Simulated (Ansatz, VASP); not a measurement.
# Ca2H3Br in two plane-wave programs, part 2 of 2

One calculation is typed for both programs; each brings its own data sets. How far apart do they land? The cell is taken from a series of runs on this material, whose earlier steps may have relaxed, scaled, displaced or heated it; both programs get it as it stands.

VASP 6.6.1 and Ansatz 0.2.0.

So far: Starting point; Ansatz: dielectric response, LDA.

## Step 3: VASP: dielectric response, LDA

Level of this step: LDA; plane waves and PAW (Ca_sv, H, Br) (VASP).

The same cell, functional (in two slightly different forms) and mesh now go to VASP, with its own data sets.

Lines of VASP's logs that name or quote its potential files are left out, and so is its time.

File INCAR:

```
SYSTEM = Ca2H3Br
PREC = Accurate
ENCUT = 400
EDIFF = 1E-08
NELM = 120
ISMEAR = 0
SIGMA = 0.01
LREAL = .FALSE.
ALGO = Normal
GGA = CA
NBANDS = 21
LORBIT = 11
LWAVE = .FALSE.
LCHARG = .FALSE.
ISIF = 2
LEPSILON = .TRUE.
LASPH = .TRUE.
GGA_COMPAT = .FALSE.
KPAR = 2
```

File POSCAR:

```
Ca2H3Br
1.0
    3.9029399857      0.0000000000      0.0000000000
   -1.9514699929      3.3800451771      0.0000000000
    0.0000000000      0.0000000000      6.8535335900
Ca H Br
2 3 1
Direct
    0.6666666667      0.3333333333      0.1857560800
    0.3333333333      0.6666666667      0.8142439200
    0.6666666667      0.3333333333      0.8504758300
    0.3333333333      0.6666666667      0.1495241700
    0.0000000000      0.0000000000      0.0000000000
    0.0000000000      0.0000000000      0.5000000000
```

File KPOINTS:

```
Automatic mesh
0
Gamma
6 6 4
0 0 0
```

The projector-augmented-wave data sets are Ca_sv, H and Br (LDA family, release 64).

Command:

```console
> mpirun -np 2 vasp_std
```

Numbers of over 12 decimals in the logs are rounded to 6 here.

The log of the run:

```text
[banner, memory and clock lines left out]
running    2 mpi-ranks, on    1 nodes
 distrk:  each k-point on    1 cores,    2 groups
 distr:  one band on    1 cores,    1 groups

 POSCAR found type information on POSCAR CaH Br
 POSCAR found :  3 types and       6 ions
 LDA part: xc-table for (Slater(with rela. corr.)+CA(PZ))
 , standard interpolation
 POSCAR, INCAR and KPOINTS ok, starting setup
 FFT: planning ... GRIDC
 FFT: planning ... GRID_SOFT
 FFT: planning ... GRID
 WAVECAR not read
 entering main loop
       N       E                     dE             d eps       ncg     rms          rms(c)
DAV:   1     0.206691126333E+03    0.20669E+03   -0.12397E+04  1008   0.108E+03
DAV:   2    -0.942097216553E+01   -0.21611E+03   -0.20985E+03  1143   0.325E+02
DAV:   3    -0.240158843569E+02   -0.14595E+02   -0.14516E+02  1691   0.690E+01
DAV:   4    -0.247130802834E+02   -0.69720E+00   -0.69622E+00  1515   0.139E+01
DAV:   5    -0.247347577297E+02   -0.21677E-01   -0.21677E-01  1564   0.178E+00    0.762E+00
DAV:   6    -0.235770403078E+02    0.11577E+01   -0.11628E+00  1239   0.659E+00    0.410E+00
DAV:   7    -0.231339867114E+02    0.44305E+00   -0.18794E+00  1235   0.753E+00    0.871E-01
DAV:   8    -0.231444076215E+02   -0.10421E-01   -0.26441E-01  1304   0.303E+00    0.457E-01
DAV:   9    -0.231422437919E+02    0.21638E-02   -0.11794E-02  1491   0.627E-01    0.178E-01
DAV:  10    -0.231414373079E+02    0.80648E-03   -0.58990E-03  1295   0.569E-01    0.982E-02
DAV:  11    -0.231413777725E+02    0.59535E-04   -0.63719E-04  1298   0.169E-01    0.211E-02
DAV:  12    -0.231413722900E+02    0.54825E-05   -0.53758E-05  1774   0.601E-02    0.764E-03
DAV:  13    -0.231413713431E+02    0.94694E-06   -0.68756E-06  1298   0.216E-02    0.205E-03
DAV:  14    -0.231413712904E+02    0.52678E-07   -0.76931E-07  1422   0.693E-03    0.870E-04
DAV:  15    -0.231413712777E+02    0.12680E-07   -0.16171E-07  1492   0.314E-03    0.240E-04
DAV:  16    -0.231413712779E+02   -0.19736E-09   -0.63254E-09   852   0.652E-04
   1 F= -.23141371E+02 E0= -.23141371E+02  d E =-.110491E-54
 Linear response reoptimize wavefunctions to high precision
DAV:   1    -0.231413712780E+02   -0.84128E-10   -0.26380E-09  1058   0.386E-04
DAV:   2    -0.231413712780E+02    0.36835E-10   -0.16053E-10   829   0.925E-05
 Linear response G [H, r] |phi>, progress :
  Direction:   1
       N       E                     dE             d eps       ncg     rms
RMM:   1    -0.107078897537E+03   -0.10708E+03    0.11913E+03  1767   0.206E+02
RMM:   2    -0.105677943044E+03    0.14010E+01   -0.40589E+01  1844   0.360E+01
RMM:   3    -0.107435933140E+03   -0.17580E+01   -0.10857E+01  2490   0.118E+01
RMM:   4    -0.107816920598E+03   -0.38099E+00   -0.28039E+00  2575   0.443E+00
RMM:   5    -0.107911502209E+03   -0.94582E-01   -0.71205E-01  2496   0.200E+00
RMM:   6    -0.107932157050E+03   -0.20655E-01   -0.17544E-01  2599   0.971E-01
RMM:   7    -0.107937672646E+03   -0.55156E-02   -0.71584E-02  2589   0.510E-01
RMM:   8    -0.107939318162E+03   -0.16455E-02   -0.11910E-02  2613   0.273E-01
RMM:   9    -0.107939895049E+03   -0.57689E-03   -0.10198E-02  2595   0.155E-01
RMM:  10    -0.107940135672E+03   -0.24062E-03   -0.37317E-03  2605   0.904E-02
RMM:  11    -0.107940230524E+03   -0.94852E-04   -0.46083E-03  2574   0.558E-02
RMM:  12    -0.107940291984E+03   -0.61461E-04    0.74541E-04  2524   0.356E-02
RMM:  13    -0.107940316094E+03   -0.24110E-04   -0.14957E-03  2471   0.235E-02
RMM:  14    -0.107940327328E+03   -0.11233E-04    0.44929E-04  2412   0.165E-02
RMM:  15    -0.107940335451E+03   -0.81235E-05   -0.85077E-04  2405   0.121E-02
RMM:  16    -0.107940335512E+03   -0.60744E-07    0.53332E-05  2357   0.950E-03
RMM:  17    -0.107940337865E+03   -0.23534E-05   -0.31671E-04  2336   0.780E-03
RMM:  18    -0.107940338050E+03   -0.18464E-06    0.62106E-06  2280   0.678E-03
RMM:  19    -0.107940338914E+03   -0.86417E-06   -0.22660E-04  2277   0.609E-03
RMM:  20    -0.107940338835E+03    0.79326E-07   -0.14199E-04  2251   0.568E-03
RMM:  21    -0.107940339828E+03   -0.99303E-06   -0.13930E-04  2224   0.540E-03
RMM:  22    -0.107940339253E+03    0.57454E-06   -0.13604E-04  2201   0.523E-03
RMM:  23    -0.107940339578E+03   -0.32515E-06   -0.78482E-05  2198   0.512E-03
RMM:  24    -0.107940337538E+03    0.20404E-05   -0.13362E-04  2200   0.505E-03
 Linear response G [H, r] |phi>, progress :
  Direction:   2
       N       E                     dE             d eps       ncg     rms
RMM:   1    -0.106994369538E+03   -0.10699E+03    0.11696E+03  1784   0.205E+02
RMM:   2    -0.105405804548E+03    0.15886E+01   -0.39994E+01  1823   0.363E+01
RMM:   3    -0.107116904689E+03   -0.17111E+01   -0.99860E+00  2462   0.117E+01
RMM:   5    -0.107548673715E+03   -0.88673E-01   -0.62635E-01  2526   0.190E+00
RMM:   6    -0.107566100472E+03   -0.17427E-01   -0.17703E-01  2611   0.941E-01
RMM:   7    -0.107570924254E+03   -0.48238E-02   -0.52575E-02  2591   0.494E-01
[...]
RMM:   8    -0.129819549050E+01   -0.49606E-05    0.22081E-04  2543   0.129E-02
RMM:   9    -0.129819607179E+01   -0.58129E-06   -0.47764E-04  2447   0.716E-03
RMM:  10    -0.129819654752E+01   -0.47573E-06    0.15124E-04  2404   0.405E-03
RMM:  11    -0.129819658588E+01   -0.38357E-07   -0.20209E-04  2371   0.251E-03
[...]
RMM:  21    -0.101496958466E+01    0.45896E-09   -0.29150E-07  1482   0.302E-04
 change of polarisation eV/A/(eV/A) component  3 :    -0.020    -0.011     2.030
 dielectric tensor                  component  3 :    -0.041    -0.021     5.063
 Linear response to external field, progress :
  Direction:   1
       N       E                     dE             d eps       ncg     rms          rms(c)
RMM:   1    -0.123437390196E+01   -0.12344E+01   -0.48921E+00  4121   0.654E+00
RMM:   2    -0.130366166976E+01   -0.69288E-01   -0.18148E-01  4142   0.163E+00    0.176E+00
RMM:   3    -0.126371343874E+01    0.39948E-01   -0.98703E-02  3832   0.168E+00    0.916E-01
RMM:   4    -0.130169722012E+01   -0.37984E-01   -0.70076E-02  4097   0.144E+00    0.187E-01
RMM:   5    -0.132014283254E+01   -0.18446E-01   -0.18041E-02  4581   0.596E-01    0.570E-02
RMM:   6    -0.132271427994E+01   -0.25714E-02   -0.45055E-03  4799   0.247E-01    0.562E-02
RMM:   7    -0.132322992765E+01   -0.51565E-03   -0.77530E-04  4619   0.113E-01    0.302E-02
RMM:   8    -0.132414439019E+01   -0.91446E-03   -0.20409E-04  4812   0.598E-02    0.612E-03
RMM:   9    -0.132420944224E+01   -0.65052E-04   -0.25909E-04  4928   0.291E-02    0.249E-03
RMM:  10    -0.132420773808E+01    0.17042E-05   -0.37498E-05  4890   0.152E-02    0.201E-03
RMM:  11    -0.132421234223E+01   -0.46042E-05   -0.77056E-05  5010   0.803E-03    0.138E-03
RMM:  12    -0.132421853702E+01   -0.61948E-05    0.61563E-06  4847   0.442E-03    0.696E-04
RMM:  13    -0.132422341893E+01   -0.48819E-05   -0.28887E-05  4858   0.269E-03    0.183E-04
RMM:  14    -0.132422722791E+01   -0.38090E-05    0.59176E-06  4673   0.179E-03    0.513E-04
RMM:  15    -0.132422302751E+01    0.42004E-05   -0.11692E-05  4700   0.128E-03    0.154E-04
RMM:  16    -0.132422299007E+01    0.37441E-07    0.31737E-06  4895   0.828E-04    0.192E-04
RMM:  17    -0.132422327236E+01   -0.28229E-06   -0.46621E-06  4172   0.596E-04    0.166E-04
RMM:  18    -0.132422388557E+01   -0.61321E-06    0.15934E-06  4049   0.531E-04    0.963E-05
RMM:  19    -0.132422451801E+01   -0.63244E-06   -0.15617E-06  3957   0.476E-04    0.350E-05
RMM:  20    -0.132422446404E+01    0.53978E-07    0.74173E-07  3263   0.398E-04    0.338E-05
RMM:  21    -0.132422444716E+01    0.16880E-07   -0.64956E-07  3220   0.377E-04    0.210E-05
RMM:  22    -0.132422440645E+01    0.40706E-07    0.43709E-07  3243   0.365E-04    0.870E-06
 change of polarisation eV/A/(eV/A) component  1 :     2.471    -0.312     0.012
 dielectric tensor                  component  1 :     5.945    -0.624     0.024
 Linear response to external field, progress :
  Direction:   2
       N       E                     dE             d eps       ncg     rms          rms(c)
RMM:   1    -0.123542177709E+01   -0.12354E+01   -0.49026E+00  4142   0.654E+00
RMM:   2    -0.130338477269E+01   -0.67963E-01   -0.17803E-01  4252   0.166E+00    0.176E+00
RMM:   3    -0.126356419919E+01    0.39821E-01   -0.98367E-02  3927   0.169E+00    0.916E-01
RMM:   4    -0.130157955248E+01   -0.38015E-01   -0.70079E-02  4146   0.144E+00    0.187E-01
RMM:   5    -0.132007119603E+01   -0.18492E-01   -0.18361E-02  4691   0.601E-01    0.567E-02
RMM:   6    -0.132277531930E+01   -0.27041E-02   -0.46827E-03  4960   0.253E-01    0.555E-02
RMM:   7    -0.132328042665E+01   -0.50511E-03   -0.77919E-04  4781   0.114E-01    0.309E-02
RMM:   8    -0.132412811697E+01   -0.84769E-03   -0.27125E-04  4992   0.598E-02    0.578E-03
RMM:   9    -0.132420936531E+01   -0.81248E-04   -0.17876E-04  5123   0.294E-02    0.218E-03
RMM:  10    -0.132420859847E+01    0.76684E-06   -0.70008E-05  5115   0.153E-02    0.175E-03
RMM:  11    -0.132421461401E+01   -0.60155E-05   -0.59496E-05  5124   0.807E-03    0.937E-04
RMM:  12    -0.132422033194E+01   -0.57179E-05   -0.65625E-06  5099   0.444E-03    0.456E-04
RMM:  13    -0.132422258008E+01   -0.22481E-05   -0.17246E-05  5153   0.262E-03    0.194E-04
RMM:  14    -0.132422566878E+01   -0.30887E-05    0.25902E-06  4876   0.170E-03    0.328E-04
[...]
RMM:  19    -0.132422411454E+01   -0.64193E-06   -0.89802E-07  3999   0.487E-04    0.534E-05
RMM:  20    -0.132422434036E+01   -0.22582E-06    0.73238E-07  3809   0.422E-04    0.351E-05
RMM:  21    -0.132422436836E+01   -0.28002E-07   -0.38241E-07  3350   0.388E-04    0.294E-05
RMM:  22    -0.132422439922E+01   -0.30860E-07    0.14457E-07  3337   0.376E-04    0.224E-05
RMM:  23    -0.132422437415E+01    0.25077E-07   -0.19846E-07  3297   0.369E-04    0.135E-05
RMM:  24    -0.132422438123E+01   -0.70784E-08    0.28458E-07  3220   0.364E-04    0.128E-05
RMM:  25    -0.132422436691E+01    0.14318E-07    0.17014E-07  3182   0.360E-04    0.110E-05
RMM:  26    -0.132422436072E+01    0.61859E-08    0.31541E-08  3170   0.359E-04    0.955E-06
 change of polarisation eV/A/(eV/A) component  2 :    -0.312     2.471     0.000
 dielectric tensor                  component  2 :    -0.624     5.945     0.000
 Linear response to external field, progress :
  Direction:   3
       N       E                     dE             d eps       ncg     rms          rms(c)
RMM:   1    -0.949834838807E+00   -0.94983E+00   -0.25085E+00  2107   0.637E+00
RMM:   2    -0.100471629563E+01   -0.54881E-01   -0.15184E-01  2094   0.159E+00    0.178E+00
RMM:   3    -0.935158786188E+00    0.69558E-01    0.47918E-03  1896   0.184E+00    0.932E-01
RMM:   4    -0.968814876393E+00   -0.33656E-01   -0.39278E-02  2100   0.154E+00    0.209E-01
RMM:   5    -0.988712187997E+00   -0.19897E-01   -0.24147E-02  2257   0.659E-01    0.483E-02
RMM:   6    -0.991952254068E+00   -0.32401E-02   -0.75743E-03  2449   0.285E-01    0.421E-02
RMM:   7    -0.992610919325E+00   -0.65867E-03   -0.23810E-03  2440   0.132E-01    0.300E-02
RMM:   8    -0.992622199740E+00   -0.11280E-04   -0.73552E-04  2521   0.633E-02    0.991E-03
RMM:   9    -0.992806459261E+00   -0.18426E-03   -0.48903E-04  2440   0.349E-02    0.136E-03
RMM:  10    -0.992749149571E+00    0.57310E-04   -0.29851E-04  2594   0.187E-02    0.300E-03
RMM:  11    -0.992748911839E+00    0.23773E-06   -0.23092E-04  2517   0.959E-03    0.272E-03
RMM:  12    -0.992740419516E+00    0.84923E-05   -0.91860E-05  2624   0.520E-03    0.290E-03
RMM:  13    -0.992741986637E+00   -0.15671E-05   -0.88851E-05  2550   0.284E-03    0.323E-03
 change of polarisation eV/A/(eV/A) component  3 :    -0.019    -0.012     1.829
 dielectric tensor                  component  3 :    -0.039    -0.023     4.661
 Born effective charges drift removed
```

OUTCAR, selected parts (step 3):

```text
ion  position               nearest neighbor table
   1  0.667  0.333  0.186-
   2  0.333  0.667  0.814-
   3  0.667  0.333  0.850-
   4  0.333  0.667  0.150-
   5  0.000  0.000  0.000-
   6  0.000  0.000  0.500-

  LATTYP: Found a hexagonal cell.
 ALAT       =     3.9029399857
 C/A-ratio  =     1.7559925633

 Subroutine GETGRP returns: Found 12 space group operations
 (whereof 12 operations were pure point group operations)

The static configuration has the point symmetry D_3d.

 Found     24 irreducible k-points:

   k-points           NKPTS =     24   k-points in BZ     NKDIM =     24   number of bands    NBANDS=     21

   dimension x,y,z NGX =    28 NGY =   28 NGZ =   48
   dimension x,y,z NGXF=    56 NGYF=   56 NGZF=   96

   ENCUT  =  400.0 eV  29.40 Ry    5.42 a.u.   6.36  6.36 11.18*2*pi/ulx,y,z

   NELECT =      30.0000    total number of electrons

 k-points in reciprocal lattice and weights: Automatic mesh
   0.00000000  0.00000000  0.00000000       0.007
   0.16666667  0.00000000  0.00000000       0.042
   0.33333333  0.00000000  0.00000000       0.042
   0.50000000  0.00000000  0.00000000       0.021
   0.16666667  0.16666667  0.00000000       0.042
   0.33333333  0.16666667  0.00000000       0.083
   0.33333333  0.33333333  0.00000000       0.014
   0.00000000  0.00000000  0.25000000       0.014
   0.16666667  0.00000000  0.25000000       0.042
[...]
0.33333333  0.16666667  0.50000000       0.083
   0.33333333  0.33333333  0.50000000       0.014

 average (electrostatic) potential at core
       1 -46.1087       2 -46.1087       3 -31.8414       4 -31.8414       5 -31.5395
       6 -69.7090

  Total       -2.2203538     -2.2203538     -2.3628243      0.0000000      0.0000000     -0.0000000
  in kB      -39.3462938    -39.3462938    -41.8709769      0.0000000      0.0000000     -0.0000000
  external PRESSURE =     -40.1878549 kB  Pullay stress =       0.0000000 kB

  energy-cutoff  :      400.00
  volume of cell :       90.41
      direct lattice vectors                 reciprocal lattice vectors
     3.902939986  0.000000000  0.000000000     0.256217109  0.147927017  0.000000000
    -1.951469993  3.380045177  0.000000000     0.000000000  0.295854034  0.000000000
     0.000000000  0.000000000  6.853533590     0.000000000  0.000000000  0.145910133

 POSITION                                       TOTAL-FORCE (eV/Angst)
 -----------------------------------------------------------------------------------
      1.95147      1.12668      1.27309        -0.000000     -0.000000     -0.015520
     -0.00000      2.25336      5.58045         0.000000      0.000000      0.015520
      1.95147      1.12668      5.82876         0.000000     -0.000000      0.057729
     -0.00000      2.25336      1.02477        -0.000000      0.000000     -0.057729
      0.00000      0.00000      0.00000        -0.000000      0.000000      0.000000
      0.00000      0.00000      3.42677        -0.000000      0.000000      0.000000
 -----------------------------------------------------------------------------------
    total drift:                                0.000000      0.000000      0.000000

 MACROSCOPIC STATIC DIELECTRIC TENSOR (including local field effects in DFT)
 ------------------------------------------------------
           5.944580    -0.000000    -0.000000
          -0.000000     5.944580     0.000000
          -0.000000     0.000000     4.661342
 ------------------------------------------------------

 PIEZOELECTRIC TENSOR (including local field effects)  for field in x, y, z        (C/m^2)
          XX          YY          ZZ          XY          YZ          ZX
  --------------------------------------------------------------------------------
  x     0.00000     0.00000     0.00000     0.00000     0.00000     0.00000
  y     0.00000     0.00000     0.00000     0.00000     0.00000     0.00000
  z     0.00000     0.00000     0.00000     0.00000     0.00000     0.00000

 BORN EFFECTIVE CHARGES (including local field effects) (in |e|, cummulative output)
 ---------------------------------------------------------------------------------
 ion    1
    1     2.45675    -0.00000    -0.00000
    2    -0.00000     2.45675     0.00000
    3     0.00000     0.00000     2.06377
 ion    2
    1     2.45675    -0.00000    -0.00000
    2    -0.00000     2.45675     0.00000
    3     0.00000     0.00000     2.06377
 ion    3
    1    -1.14381     0.00000     0.00000
    2     0.00000    -1.14381    -0.00000
    3    -0.00000     0.00000    -0.85645
 ion    4
    1    -1.14381     0.00000     0.00000
    2     0.00000    -1.14381    -0.00000
    3    -0.00000     0.00000    -0.85645
 ion    5
    1    -1.45828     0.00000     0.00000
    2     0.00000    -1.45828     0.00000
    3    -0.00000    -0.00000    -0.86538
 ion    6
    1    -1.16761     0.00000    -0.00000
    2     0.00000    -1.16761     0.00000
    3    -0.00000     0.00000    -1.54926
```

The dielectric response converges more slowly with the mesh than energies do, so tensor and charges may still move on a finer one.

## Step 4: Side by side

Known differences besides the potentials themselves: the two LDA forms differ slightly; fixed occupations in Ansatz, narrow Gaussian smearing in VASP; VASP's response is taken on the typed mesh, Ansatz refines its own for the field response alone; the cutoff is 420 eV in Ansatz and 400 eV in VASP; VASP's log shows a relativistic correction to its local exchange, Ansatz's none. Total energies have different zeros and are not compared.

Compared:

```csv
quantity,Ansatz,VASP,difference
ε∞ xx,5.51,5.94,-7.32 %
ε∞ yy,5.51,5.94,-7.32 %
ε∞ zz,4.61,4.66,-1.01 %
```

## Step 5: What came out

| Item | Value |
| --- | --- |
| difference in ε∞ xx (dielectric response, LDA) | -7.3 % |

**Reading.** The difference in ε∞ xx is -7.3 % (dielectric response, LDA), beyond the 5 % picked in this series as the mark of a large difference. What causes the difference of the dielectric response, LDA pair stays open here. How closely two codes agree says nothing of how well the functional describes the real material.

[Lines on the potential files, build, host, timing and source positions are cut from VASP's logs without a mark.]

[Logs are printed without paths, hosts, clocks, repeated set-up lines and the standing remarks that a program may print on its own settings, such as how far it seeks lower states.]

[Hosts, paths, dates, database ids (printed as entryN), source tags and the programs' standing remarks are cut or masked in the printed files.]
